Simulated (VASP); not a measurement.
Energy against volume of Li₂Se (antifluorite). These are r2SCAN+rVV10, VASP's PBE PAW potentials (set 64) (plane waves; VASP 6.6.1) values and carry that method's errors. Run with 520 eV cut-off, 7×7×7 Γ-centred mesh, Gaussian smearing of 0.050 eV, potentials Li_sv Se.

```
V (Å³/atom)  E (eV/atom)
-----------  -----------
16.593          -7.69030
17.123          -7.69620
17.652          -7.69801
18.182          -7.69618
```

### Question
Fit these four points and predict the energy of the run at 18.711 Å³/atom.

### Answer
A cubic in V^(−2/3), the third-order Birch-Murnaghan form, passes through the four points with V0 = 17.64 Å³/atom and B0 = 37 GPa, and gives -7.6911 eV/atom there. The run gave -7.6912 eV/atom, -0.1 meV/atom from the fit; all five points give B0 = 37 GPa.

The compound is Li2Se in the antifluorite structure. It was relaxed first.
